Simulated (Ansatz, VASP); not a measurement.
## Mg3SiCO3: VASP beside Ansatz

Wanted: the spread between two codes on one cell, functional and k mesh. The cell is generated by rule, not measured, and may not be a known phase. Of the first pair: The two relaxations start from unlike cells of this crystal (the structure described is Ansatz's start), so only their ends are compared.

Program: Ansatz 0.2.0. Level of theory: plane waves, with VASP 6.6.1 beside it; relaxation of cell and atoms at PBEsol. Results are calculated unless marked as measured.

**1. The starting structure**

It takes space group P3m1 (No. 156, trigonal). Conventional cell: a = 3.230 Å, b = 3.230 Å, c = 10.175 Å, α = 90.00°, β = 90.00°, γ = 120.00°. Nearest to C lie 1 Si at 1.91 Å and 3 Mg at 1.97 Å. Mg has 1 O at 1.91 Å and 3 C at 1.97 Å nearest. Nearest to Mg lie 4 O at 1.91 to 1.97 Å. Nearest to O lie 4 Mg at 1.91 to 1.97 Å. O has 4 Mg at 1.91 to 1.97 Å nearest. Farther neighbours and most contacts between anions are not listed.

**2. VASP: relaxation of cell and atoms, PBEsol, pair 1**

The relaxed volume is the usual yardstick between codes: in a stiff, nearly cubic crystal its relative difference is about their pressure difference at one cell divided by the bulk modulus.

Lines of VASP's logs that name or quote its potential files are left out, and so is its time.

The input, INCAR:

```
SYSTEM = Mg3SiCO3
PREC = Accurate
ENCUT = 600
EDIFF = 1E-07
NELM = 120
ISMEAR = 0
SIGMA = 0.1
LREAL = .FALSE.
ALGO = Normal
GGA = PS
NBANDS = 24
LORBIT = 11
LWAVE = .FALSE.
LCHARG = .FALSE.
ISIF = 3
IBRION = 2
NSW = 80
EDIFFG = -0.005
LASPH = .TRUE.
GGA_COMPAT = .FALSE.
NELMIN = 4
KPAR = 2
```

The input, POSCAR:

```
Mg3SiCO3
1.0
    3.3144537253      0.0000000151      0.0000000000
   -1.6572263365      2.8704009152      0.0000000000
    0.0000000000      0.0000000000     10.3312631548
C Mg O Si
1 3 3 1
Direct
    0.3333332897      0.6666667858      0.1757928767
    0.6666664007      0.3333332142      0.2552546416
    0.3333332897      0.6666667858      0.4954703672
    0.6666664007      0.3333332142      0.7348236722
    0.6666664007      0.3333332142      0.4509621936
    0.3333332897      0.6666667858      0.6900883539
    0.6666664007      0.3333332142      0.9365416152
    0.3333332897      0.6666667858      0.0110663777
```

The input, KPOINTS:

```
Automatic mesh
0
Gamma
9 9 2
0 0 0
```

The projector-augmented-wave data sets are C, Mg, O and Si (PBE family, release 64).

Launch:

```
$ mpirun -np 2 vasp_std
```

Numbers of over 12 decimals in the logs are rounded to 6 here.

What it wrote:

```text
[banner, memory and clock lines left out]
running    2 mpi-ranks, on    1 nodes
 distrk:  each k-point on    1 cores,    2 groups
 distr:  one band on    1 cores,    1 groups

 POSCAR found type information on POSCAR C MgO Si
 POSCAR found :  4 types and       8 ions
|                                                                             |
|               ----> ADVICE to this user running VASP <----                  |
|                                                                             |
|     You enforced a specific xc type in the INCAR file but a different       |
|     [... a line on the potential file left out ...]
|     I HOPE YOU KNOW WHAT YOU ARE DOING!                                     |
|                                                                             |

 LDA part: xc-table for (Slater+PW92), standard interpolation
 POSCAR, INCAR and KPOINTS ok, starting setup
 FFT: planning ... GRIDC
 FFT: planning ... GRID_SOFT
 FFT: planning ... GRID
 WAVECAR not read
 entering main loop
       N       E                     dE             d eps       ncg     rms          rms(c)
DAV:   1     0.156158244275E+03    0.15616E+03   -0.16020E+04  1152   0.132E+03
DAV:   2    -0.436490412043E+02   -0.19981E+03   -0.18739E+03  1544   0.249E+02
DAV:   3    -0.568208515441E+02   -0.13172E+02   -0.13092E+02  1520   0.679E+01
DAV:   4    -0.569450675959E+02   -0.12422E+00   -0.12418E+00  1320   0.762E+00
DAV:   5    -0.569463881469E+02   -0.13206E-02   -0.13204E-02  1512   0.760E-01    0.159E+01
DAV:   6    -0.476811272755E+02    0.92653E+01   -0.31186E+01  1384   0.341E+01    0.578E+00
DAV:   7    -0.475628240915E+02    0.11830E+00   -0.18908E+00  1296   0.855E+00    0.341E+00
DAV:   8    -0.474828085904E+02    0.80016E-01   -0.15893E-01  1496   0.340E+00    0.185E+00
DAV:   9    -0.474534889117E+02    0.29320E-01   -0.10712E-01  1344   0.225E+00    0.371E-01
DAV:  10    -0.474531749749E+02    0.31394E-03   -0.12968E-02  1488   0.649E-01    0.235E-01
DAV:  11    -0.474533492829E+02   -0.17431E-03   -0.19035E-03  1352   0.278E-01    0.846E-02
DAV:  12    -0.474534508152E+02   -0.10153E-03   -0.32508E-04  1480   0.140E-01    0.319E-02
DAV:  13    -0.474534688490E+02   -0.18034E-04   -0.67644E-05  1424   0.540E-02    0.163E-02
DAV:  14    -0.474534668699E+02    0.19791E-05   -0.10106E-05  1536   0.263E-02    0.557E-03
DAV:  15    -0.474534661970E+02    0.67298E-06   -0.34660E-06  1520   0.146E-02    0.230E-03
DAV:  16    -0.474534660576E+02    0.13939E-06   -0.86456E-07  1552   0.859E-03    0.133E-03
DAV:  17    -0.474534660274E+02    0.30148E-07   -0.15216E-07  1104   0.267E-03
   1 F= -.47453466E+02 E0= -.47450600E+02  d E =-.474535E+02
[...]
2 F= -.47453477E+02 E0= -.47450610E+02  d E =-.107397E-04
[...]
3 F= -.47453478E+02 E0= -.47450611E+02  d E =-.115367E-04
[...]
4 F= -.47453477E+02 E0= -.47450620E+02  d E =0.746453E-06
 trial-energy change:    0.000001  1 .order    0.000001   -0.000005    0.000006
 step:   0.4331(harm=  0.4331)  dis= 0.00014  next Energy=   -47.453479 (dE=-0.112E-05)
 bond charge predicted
       N       E                     dE             d eps       ncg     rms          rms(c)
DAV:   1    -0.474534793389E+02   -0.24383E-05   -0.14203E-04  1152   0.750E-02    0.619E-03
DAV:   2    -0.474534787063E+02    0.63256E-06   -0.48563E-06  1520   0.139E-02    0.208E-03
DAV:   3    -0.474534786032E+02    0.10313E-06   -0.26462E-07  1456   0.337E-03    0.102E-03
DAV:   4    -0.474534785942E+02    0.89992E-08   -0.83107E-08  1160   0.167E-03
   5 F= -.47453479E+02 E0= -.47450616E+02  d E =-.103002E-05
 curvature:  -0.27 expect dE=-0.677E-06 dE for cont linesearch -0.124E-09
 trial: gam= 0.44306 g(F)=  0.181E-05 g(S)=  0.702E-06 ort =-0.545E-07 (trialstep = 0.856E+00)
 search vector abs. value=  0.373E-05
 reached required accuracy - stopping structural energy minimisation
```

OUTCAR, selected parts (step 2):

```text
ion  position               nearest neighbor table
   1  0.333  0.667  0.176-   8 1.70   2 2.08   2 2.08   2 2.08
   2  0.667  0.333  0.255-   5 2.02   1 2.08   1 2.08   1 2.08   3 3.13   3 3.13   3 3.13   8 3.17
                             8 3.17   8 3.17
   3  0.333  0.667  0.495-   5 1.97   5 1.97   5 1.97   6 2.01   4 3.13   4 3.13   4 3.13   2 3.13
                             2 3.13   2 3.13
   4  0.667  0.333  0.735-   6 1.97   6 1.97   6 1.97   7 2.08   3 3.13   3 3.13   3 3.13
   5  0.667  0.333  0.451-   3 1.97   3 1.97   3 1.97   2 2.02
   6  0.333  0.667  0.690-   4 1.97   4 1.97   4 1.97   3 2.01
   7  0.667  0.333  0.937-   8 2.06   8 2.06   8 2.06   4 2.08
   8  0.333  0.667  0.011-   1 1.70   7 2.06   7 2.06   7 2.06   2 3.17   2 3.17   2 3.17

  LATTYP: Found a hexagonal cell.
 ALAT       =     3.3144537253
 C/A-ratio  =     3.1170334574

 Subroutine GETGRP returns: Found  6 space group operations
 (whereof  6 operations were pure point group operations)

The static configuration has the point symmetry C_3v.

 Found     24 irreducible k-points:

   k-points           NKPTS =     24   k-points in BZ     NKDIM =     24   number of bands    NBANDS=     24

   dimension x,y,z NGX =    28 NGY =   28 NGZ =   84
   dimension x,y,z NGXF=    56 NGYF=   56 NGZF=  168

   ENCUT  =  600.0 eV  44.10 Ry    6.64 a.u.   6.62  6.62 20.63*2*pi/ulx,y,z

   NELECT =      32.0000    total number of electrons

 k-points in reciprocal lattice and weights: Automatic mesh
   0.00000000  0.00000000  0.00000000       0.006
   0.11111111  0.00000000  0.00000000       0.037
   0.22222222 -0.00000000  0.00000000       0.037
   0.33333333  0.00000000  0.00000000       0.037
   0.44444444 -0.00000000  0.00000000       0.037
   0.11111111  0.11111111  0.00000000       0.037
   0.22222222  0.11111111  0.00000000       0.074
   0.33333333  0.11111111  0.00000000       0.074
   0.44444444  0.11111111  0.00000000       0.037
[...]
0.33333333  0.22222222  0.50000000       0.074
   0.33333333  0.33333333  0.50000000       0.012

 average (electrostatic) potential at core
       1 -48.5219       2 -34.6923       3 -35.6284       4 -36.1214       5 -70.5857
       6 -70.7866       7 -72.9590       8 -86.0274

 E-fermi :   4.6454

 k-point     1 :       0.0000    0.0000    0.0000
  band No.  band energies     occupation
    ...
     11       0.8272      2.00000
     12       1.1146      2.00000
     13       1.1146      2.00000
     14       1.6117      2.00000
     15       2.7385      2.00000
     16       5.0451      0.00000
     17       5.0451      0.00000
     18       6.3119      0.00000
     19       7.9753      0.00000
     20       9.8334      0.00000
    ...

 k-point     2 :       0.1111    0.0000    0.0000
  band No.  band energies     occupation
    ...
     12       0.8538      2.00000
     13       1.0925      2.00000
     14       1.6406      2.00000
     15       3.1704      2.00000
     16       4.5300      1.89743
     17       4.9522      0.00001
     18       6.6970      0.00000
     19       8.1117      0.00000
     20       9.1002      0.00000
     21      10.0307      0.00000
    ...

 k-point     3 :       0.2222   -0.0000    0.0000
  band No.  band energies     occupation
    ...
     12       0.7186      2.00000
     13       1.0313      2.00000
     14       1.6122      2.00000
     15       3.0995      2.00000
     16       4.4381      1.99663
     17       4.7256      0.25712
     18       7.5024      0.00000
     19       7.9042      0.00000
     20       8.6371      0.00000
     21      10.4840      0.00000
    ...

  Total        0.0069072      0.0069072     -0.0045731      0.0000000      0.0000000      0.0000000
  in kB        0.1126574      0.1126574     -0.0745878      0.0000000      0.0000000      0.0000000
  external PRESSURE =       0.0502424 kB  Pullay stress =       0.0000000 kB

  energy-cutoff  :      600.00
  volume of cell :       98.23
      direct lattice vectors                 reciprocal lattice vectors
     3.313823722  0.000000015 -0.000000000     0.301766202  0.174224755  0.000000000
    -1.656911335  2.869855317  0.000000000    -0.000000002  0.348449621  0.000000000
    -0.000000000 -0.000000000 10.329172307     0.000000000 -0.000000000  0.096813178

 POSITION                                       TOTAL-FORCE (eV/Angst)
 -----------------------------------------------------------------------------------
      0.00000      1.91324      1.81594        -0.000000      0.000000     -0.001399
      1.65691      0.95662      2.63679         0.000000     -0.000000      0.002435
      0.00000      1.91324      5.11789         0.000000     -0.000000     -0.000972
      1.65691      0.95662      7.58982         0.000000     -0.000000     -0.002806
      1.65691      0.95662      4.65814         0.000000     -0.000000      0.003028
      0.00000      1.91324      7.12793        -0.000000      0.000000     -0.000789
      1.65691      0.95662      9.67369         0.000000     -0.000000     -0.002075
      0.00000      1.91324      0.11420         0.000000     -0.000000      0.002577
 -----------------------------------------------------------------------------------
    total drift:                                0.002234      0.000288     -0.001254

  FREE ENERGIE OF THE ION-ELECTRON SYSTEM (eV)
  ---------------------------------------------------
  free  energy   TOTEN  =       -47.4534785942 eV

  energy  without entropy=      -47.4477539310  energy(sigma->0) =      -47.45061626

 reached required accuracy - stopping structural energy minimisation

 total charge
# of ion       s       p       d       tot
------------------------------------------
    1        0.889   1.552   0.000   2.440
    2        0.198   0.207   0.067   0.472
    3        0.168   0.191   0.081   0.441
    4        0.163   0.181   0.075   0.419
    5        1.539   3.528   0.000   5.067
    6        1.539   3.530   0.000   5.069
    7        1.588   3.359   0.000   4.947
    8        0.773   0.742   0.000   1.515
--------------------------------------------------
tot          6.858  13.289   0.223  20.369

[... 3 further parts left out ...]
```

CONTCAR:

```
Mg3SiCO3
   1.00000000000000
     3.3138237222668590    0.0000000149787802   -0.0000000000000000
    -1.6569113351859326    2.8698553167452205    0.0000000000000000
    -0.0000000000000000   -0.0000000000000000   10.3291723071872781
  C               Mg              O               Si
     1     3     3     1
Direct
     0.3333332897000005    0.6666667857999968    0.1758070809305396
     0.6666664007000023    0.3333332142000032    0.2552761709114638
     0.3333332897000005    0.6666667857999968    0.4954790742612443
     0.6666664007000023    0.3333332142000032    0.7347947689162505
     0.6666664007000023    0.3333332142000032    0.4509688941739471
     0.3333332897000005    0.6666667857999968    0.6900773278398912
     0.6666664007000023    0.3333332142000032    0.9365407749449391
     0.3333332897000005    0.6666667857999968    0.0110560061217201
```

**3. Ansatz: relaxation of cell and atoms, PBEsol, pair 1**

Ansatz runs on its default PAW (the set named soft_2) files.

Its own start cell and the same functional, mesh and smearing now go to Ansatz, which takes its cutoff from its data sets.

The input, input.yaml:

```yaml
crystal:
  lattice:
    - [3.23, 0.0, 0.0]
    - [-1.615, 2.79726, 0.0]
    - [0.0, 0.0, 10.175]
  atoms:
    - { symbol: C, position: [0.333333, 0.666667, 0.1875] }
    - { symbol: Mg, position: [0.666667, 0.333333, 0.25] }
    - { symbol: Mg, position: [0.333333, 0.666667, 0.5] }
    - { symbol: Mg, position: [0.666667, 0.333333, 0.75] }
    - { symbol: O, position: [0.666667, 0.333333, 0.4375] }
    - { symbol: O, position: [0.333333, 0.666667, 0.6875] }
    - { symbol: O, position: [0.666667, 0.333333, 0.9375] }
    - { symbol: Si, position: [0.333333, 0.666667, 0.0] }
kpoints:
  mp_grid: { grid: [9, 9, 2] }
hamiltonian:
  xc: pbesol
scf:
  occupations: { method: gaussian, width: 0.1 }
output:
  forces: true
  stress: true
  eigenvalues: true
relax:
  adjacent_minimum: "off"
  f_tol: 0.05
  max_steps: 80
  cell: { stress_tol: 0.5 }
```

Launch:

```
$ ansatz run input.yaml --threads 4 --pin off --max-ram 14336MiB --backend cpu --events-out ev --progress --plain --runs-dir out
```

What it wrote:

```text
Warning: the atoms were moved onto the symmetric positions of the space group found under crystal.symmetry.tolerance 1.0e-5 (fractional; no operation is sought that the atoms, as they stand in a round, miss by more than twice it, and no atom is moved by as much as it), and the run uses the moved positions. Before a round's move an operation carried an atom to 3.23e-6 Å from where it should land, the largest such dist [...]
The last accepted step is kept in <dir> (removed where the run ends without a failure and the disk answers)
Engine: ansatz 0.2.0, x86_64-unknown-linux-gnu
Pseudopotentials: kind: paw
Pseudopotential: C, paw, valence charge 4, recommended cutoff 420 eV (normal), C.paw.azcp
Pseudopotential: Mg, paw, valence charge 10, recommended cutoff 420 eV (normal), Mg.paw.azcp
Pseudopotential: O, paw, valence charge 6, recommended cutoff 420 eV (normal), O.paw.azcp
Pseudopotential: Si, paw, valence charge 4, recommended cutoff 420 eV (normal), Si.paw.azcp
Functional definition: PBEsol
  exchange = pbesol_x
  correlation = pbesol_c
Crystal: 8 atoms, lattice volume = 91.933 Å³
Basis set: ecut = 420 eV, 1847 PW (Γ), exchange–correlation on 48×48×144 points (8 copies of the dense FFT grid, shifted against one another)
Bands: 36, of which v1, the nominal top of the filled ones, is band 28 counted from 1 (27 counted from 0)
Symmetry: 6 space group operations
Space group: P3m1 (ITA 156), of the structure as read, at distance tolerance 4.5e-5 Å
k-points: 24 of 162 (time reversal used)
Non-local potential: C, projectors of the file, l = 0: 2, l = 1: 2, l = 2: 1
Non-local potential: Mg, projectors of the file, l = 0: 3, l = 1: 2, l = 2: 1
Non-local potential: O, projectors of the file, l = 0: 2, l = 1: 2, l = 2: 1
Non-local potential: Si, projectors of the file, l = 0: 2, l = 1: 2, l = 2: 2
PAW form: soft (Blöchl's): semilocal exchange-correlation on the pseudo side does not see the compensation charge
[...]
SCF iter   4: F=—  HF=-8290.325689 eV  |F-HF|=—  |Δ(HF+E_count)|=   2.50e-4  Δρ=1.83e-4  dr2=3.62e-5  ethr=3.58e-6  ⟨swp⟩=1.8  Hψ=890  notcnv=0
SCF iter   5: F=—  HF=-8290.325676 eV  |F-HF|=—  |Δ(HF+E_count)|=   1.36e-5  Δρ=5.17e-5  dr2=4.04e-6  ethr=6.47e-8  ⟨swp⟩=2.0  Hψ=1278  notcnv=0
SCF iter   6: F=-8290.325675 eV  HF=-8290.325675 eV  |F-HF|=2.90e-7  |Δ(HF+E_count)|=   7.63e-7  Δρ=1.71e-5  dr2=3.68e-7  ethr=1.43e-9  ⟨swp⟩=6.6  Hψ=3819  notcnv=0
SCF 4 converged in 6 iterations: F = -8290.325675 eV  dr2 = 3.68e-7
  greatest PAW one-centre occupation: 1.000 electrons in one spin orbital (limit 2), on the Mg atom at site 1 (counted from 0), in its partial waves of l = 0
relax step   4: F+E_penalty+E_count = -8290.32567452 eV  Δ(F+E_penalty+E_count) = -2.687e-2 eV  max|allowed force component| = 2.409e-1 eV/Å  Δτ_max = 0.0488 Å  P = -0.280 GPa  Ω = 98.342 Å³  energy of the carried Pulay correction = -1.809e-2 eV  (6 SCF iters, dr2 threshold 8.00e-7 eV, accepted)
[...]
relax step   5: F+E_penalty+E_count = -8290.33080336 eV  Δ(F+E_penalty+E_count) = -5.129e-3 eV  max|allowed force component| = 2.949e-2 eV/Å  Δτ_max = 0.0102 Å  P = +0.048 GPa  Ω = 98.011 Å³  energy of the carried Pulay correction = -1.719e-2 eV  (6 SCF iters, dr2 threshold 8.00e-7 eV, accepted)
[...]
relax step   6: F+E_penalty+E_count = -8290.35488241 eV  Δ(F+E_penalty+E_count) = -2.408e-2 eV  max|allowed force component| = 2.979e-2 eV/Å  Δτ_max = 0.0000 Å  P = +0.434 GPa  Ω = 98.011 Å³  stress off target by 4.79e-1 GPa  SCF on the basis re-selected at this cell (its energy is not comparable with the rows above)  (6 SCF iters)
basis re-selected at this cell: Δ(F+E_penalty+E_count) = -2.408e-2 eV, ΔP = +0.386 GPa vs the last step (what re-selecting the basis moved, of the pressure what is left beyond the Pulay correction that the steps carried, after the strain that the cell walked since its last selection, with what the two solves' SCF thresholds leave and, on support functions, any second-order correction that the steps lacked; it is no m [...]
SCF converged after 6 iterations
Free energy (F): -8290.354882 eV
Harris-Foulkes:  -8290.354882 eV  (|F-HF|=2.00e-11)
Internal energy: -8290.348845 eV  (E = F + TS)
E sigma→0 (E₀):  -8290.351864 eV
Entropy (-TS):   -0.006038 eV (-0.755 meV/atom)
Fermi energy:    7.766974 eV
--- Per-component energies (eV) ---
  E_band       = -998.811569
  E_kinetic    = 886.439698
  E_local      = -6489.330969  (includes V_loc(G=0)·N_el)
  E_nonlocal   = 484.174495
  E_hartree    = 2406.176699
  E_xc         = -410.568398
  E_vxc        = -503.048285  (∫ρ·V_xc dr)
  E_paw        = -1890.938337  (= ΣΔE_a)
  E_vpaw       = -189.406927  (= ΣTr[D̂ρ^β])
  E_aug_tail   = 0.007288  (compensation charges beyond the density's cutoff)
  E_ewald      = -3276.644433
  E_core_change = 0.335112  (= ΣΔE_core)
  E_smearing   = -0.006038  (= −TS)
  E_closure    = -0.000000  (closes the sum)
  Σ components = -8290.354882   (vs F -8290.354882, Δ=0.00e0)
--- Forces (eV/Å), atoms counted from 1 ---
  atom   1  C     -0.00000000    -0.00000000    -0.00748667
  atom   2  Mg     0.00000000    -0.00000000     0.01573090
  atom   3  Mg     0.00000000     0.00000000    -0.01822457
  atom   4  Mg     0.00000000    -0.00000000    -0.00708156
  atom   5  O      0.00000000     0.00000000    -0.00451615
  atom   6  O     -0.00000000    -0.00000000     0.00956485
  atom   7  O      0.00000000     0.00000000     0.02978696
  atom   8  Si    -0.00000000    -0.00000000    -0.01776629
  max |Σ_I F_I| component: 7.47e-6 eV/Å
--- Stress (GPa, compression-positive) ---
        0.411796      -0.000000       0.000000
        0.000000       0.411796       0.000000
        0.000000       0.000000       0.478518
  P = ⅓ Tr σ = 0.4340 GPa (4.340 kbar)
--- Band table (eV; the first three rows and the last of 24) ---
  k-point 0: bands = [... 24 lower, 4.2601, 4.7487, 5.8814, 8.1639, 8.1639, 9.4604, 11.1263, 13.0016, ... 4 higher]
  k-point 1: bands = [... 24 lower, 4.2605, 4.2605, 6.3007, 8.1642, 8.1642, 9.1744, 11.4523, 13.0010, ... 4 higher]
  k-point 2: bands = [... 24 lower, 4.2380, 4.7754, 6.3139, 7.6521, 8.0710, 9.8453, 11.2629, 12.2605, ... 4 higher]
  k-point 23: bands = [... 24 lower, 3.9442, 4.9506, 5.1295, 5.6645, 9.9858, 10.5575, 12.4242, 12.4462, ... 4 higher]
--- Relaxed structure (5 steps of the walk, 5 accepted, 1 SCFs on fresh bases) ---
  F+E_penalty+E_count = -8290.35488241 eV   max|allowed force component| = 2.979e-2 eV/Å   (the final SCF, on the basis selected at the relaxed cell)
  cell:  # Å, volume = 98.0110 Å³
    - [3.311549, 0.0, 9.444006377512038e-18]
    - [-1.655774, 2.867885, -4.722003188756019e-18]
    - [2.975009293343217e-17, 0, 10.320052]
  atoms:
    - { symbol: C, position: [0.333333, 0.666667, 0.175759] }
    - { symbol: Mg, position: [0.666667, 0.333333, 0.255095] }
    - { symbol: Mg, position: [0.333333, 0.666667, 0.495514] }
    - { symbol: Mg, position: [0.666667, 0.333333, 0.734753] }
    - { symbol: O, position: [0.666667, 0.333333, 0.451062] }
    - { symbol: O, position: [0.333333, 0.666667, 0.690084] }
    - { symbol: O, position: [0.666667, 0.333333, 0.936592] }
    - { symbol: Si, position: [0.333333, 0.666667, 0.011141] }
```

The column dr2 measures how far the density is from self-consistency, as an energy; F and HF (Harris–Foulkes) agree once it is small.

(Part 1 of 2 ends here.)

[Lines on the potential files, build, host, timing and source positions are cut from VASP's logs without a mark.]

[Logs are printed without paths, hosts, clocks, repeated set-up lines and the standing remarks that a program may print on its own settings, such as how far it seeks lower states.]

[Hosts, paths, dates, database ids (printed as entryN), source tags and the programs' standing remarks are cut or masked in the printed files.]
